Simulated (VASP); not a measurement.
Output of a VASP run:

File OSZICAR:
```
...
   1 F= 0.20283719E+01 E0= 0.20283719E+01  d E =0.202837E+01
       N       E                     dE             d eps       ncg     rms          rms(c)
DAV:   1    -0.205625287347E+02   -0.11694E+02   -0.23617E+02  1150   0.323E+02    0.391E+01
DAV:   2    -0.604354876066E+01    0.14519E+02   -0.42128E+01  1090   0.275E+02    0.752E+00
DAV:   3    -0.524625207625E+01    0.79730E+00   -0.22907E+00  1349   0.222E+01    0.827E+00
DAV:   4    -0.509110784249E+01    0.15514E+00   -0.31596E-01  1161   0.792E+00    0.431E+00
DAV:   5    -0.508307237182E+01    0.80355E-02   -0.40641E-02  1366   0.425E+00    0.175E+00
DAV:   6    -0.508525359483E+01   -0.21812E-02   -0.12973E-02  1374   0.212E+00    0.511E-01
DAV:   7    -0.508522274287E+01    0.30852E-04   -0.13073E-03   975   0.338E-01    0.278E-01
DAV:   8    -0.508521775129E+01    0.49916E-05   -0.42014E-05  1468   0.891E-02    0.131E-01
DAV:   9    -0.508520706733E+01    0.10684E-04   -0.33520E-05  1085   0.102E-01    0.280E-02
DAV:  10    -0.508520715872E+01   -0.91387E-07   -0.16716E-06   886   0.119E-02
   2 F= 0.31802178E+01 E0= 0.31802179E+01  d E =0.115185E+01
       N       E                     dE             d eps       ncg     rms          rms(c)
DAV:   1    -0.150872613259E+02   -0.10002E+02   -0.20039E+02  1180   0.465E+02    0.158E+01
DAV:   2    -0.959614894897E+01    0.54911E+01   -0.12776E+01  1185   0.860E+01    0.663E+00
DAV:   3    -0.835752965535E+01    0.12386E+01   -0.39367E+00  1212   0.509E+01    0.169E+00
DAV:   4    -0.833461774297E+01    0.22912E-01   -0.37064E-01  1131   0.802E+00    0.126E+00
DAV:   5    -0.832318086815E+01    0.11437E-01   -0.13137E-02  1391   0.131E+00    0.729E-01
DAV:   6    -0.831846125213E+01    0.47196E-02   -0.29043E-03  1460   0.185E+00    0.311E-01
DAV:   7    -0.831807567489E+01    0.38558E-03   -0.10496E-03  1244   0.421E-01    0.158E-01
DAV:   8    -0.831806251194E+01    0.13163E-04   -0.81045E-05  1406   0.927E-02    0.630E-02
DAV:   9    -0.831805561597E+01    0.68960E-05   -0.18575E-05  1080   0.103E-01    0.436E-02
DAV:  10    -0.831805581017E+01   -0.19420E-06   -0.87107E-07   505   0.127E-02
   3 F= 0.18993230E+01 E0= 0.18993230E+01  d E =-.129049E+00
       N       E                     dE             d eps       ncg     rms          rms(c)
DAV:   1    -0.827253946187E+01    0.45516E-01   -0.95489E-02  1165   0.824E+00    0.485E-01
DAV:   2    -0.826889576154E+01    0.36437E-02   -0.75827E-03  1180   0.284E+00    0.144E-01
DAV:   3    -0.826833327556E+01    0.56249E-03   -0.14331E-03  1210   0.113E+00    0.110E-01
DAV:   4    -0.826832373408E+01    0.95415E-05   -0.10954E-04   960   0.114E-01    0.750E-02
DAV:   5    -0.826831020710E+01    0.13527E-04   -0.10131E-05  1398   0.545E-02    0.360E-02
DAV:   6    -0.826830868247E+01    0.15246E-05   -0.25754E-06   913   0.186E-02    0.129E-02
DAV:   7    -0.826830864753E+01    0.34943E-07   -0.49973E-07   460   0.973E-03
   4 F= 0.18984272E+01 E0= 0.18984272E+01  d E =-.129945E+00
       N       E                     dE             d eps       ncg     rms          rms(c)
DAV:   1    -0.825438945911E+01    0.13919E-01   -0.75928E-03  1165   0.233E+00    0.137E-01
DAV:   2    -0.825409955454E+01    0.28990E-03   -0.59855E-04  1180   0.794E-01    0.412E-02
DAV:   3    -0.825405439252E+01    0.45162E-04   -0.11562E-04  1215   0.321E-01    0.305E-02
DAV:   4    -0.825405374952E+01    0.64300E-06   -0.87508E-06   925   0.322E-02
   5 F= 0.18984161E+01 E0= 0.18984161E+01  d E =-.129956E+00
```

File OUTCAR:
```
------------------------ aborting loop because EDIFF is reached ----------------------------------------
  FORCE on cell =-STRESS in cart. coord.  units (eV):
  Direction    XX          YY          ZZ          XY          YZ          ZX
  --------------------------------------------------------------------------------------
  Total       10.1913299     10.1913299     10.1913299      0.0000000      0.0000000      0.0000000
  in kB      451.7224385    451.7224385    451.7224385      0.0000000      0.0000000      0.0000000
  external PRESSURE =       1.7224385 kB  Pullay stress =     450.0000000 kB
  volume of cell :       36.15
      direct lattice vectors                 reciprocal lattice vectors
    -0.000000000  2.624298671  2.624298671    -0.190527094  0.190527094  0.190527094
     2.624298671  0.000000000  2.624298671     0.190527094 -0.190527094  0.190527094
     2.624298671  2.624298671 -0.000000000     0.190527094  0.190527094 -0.190527094
  FREE ENERGIE OF THE ION-ELECTRON SYSTEM (eV)
  ---------------------------------------------------
  free  energy   TOTEN  =        -8.2540537495 eV

  energy  without entropy=       -8.2540537495  energy(sigma->0) =       -8.25405375
  enthalpy is  TOTEN    =         1.8984161023 eV   P V=       10.1524698518

 reached required accuracy - stopping structural energy minimisation
```
(Selected blocks of OUTCAR.)

File POSCAR:
```
InP
1
    0.0000000000     2.6869584824     2.6869584824
    2.6869584824     0.0000000000     2.6869584824
    2.6869584824     2.6869584824     0.0000000000
In P
1 1
Direct
  0.0000000000   0.0000000000   0.0000000000
  0.2500000000   0.2500000000   0.2500000000
```

Question: Write an INCAR and KPOINTS that could have produced this output.

Answer: One answer among several that fit: the input of the run itself, LDA (Ceperley-Alder, Perdew-Zunger), plane waves, VASP's LDA PAW potentials (set 64).

### INCAR
```
ALGO=Normal
EDIFF=1E-6
EDIFFG=-0.02
ENCUT=500
IBRION=2
ISIF=3
ISMEAR=0
LASPH=.TRUE.
LCHARG=.FALSE.
LMAXMIX=4
LREAL=.FALSE.
LWAVE=.FALSE.
NELM=100
NSW=40
PREC=Accurate
PSTRESS=450
SIGMA=0.05
SYSTEM=InP
```

File KPOINTS:
```
Automatic
0
Gamma
9 9 9
```

POTCAR, in this order: In_d P (LDA.64 set). Program: vasp_std.

Energy and stress use the plane-wave basis of the starting cell.

The compound is InP in the zinc blende structure. This run relaxes it under an external pressure of 45 GPa. Symmetry was kept, so distortions that lower it aren't found.
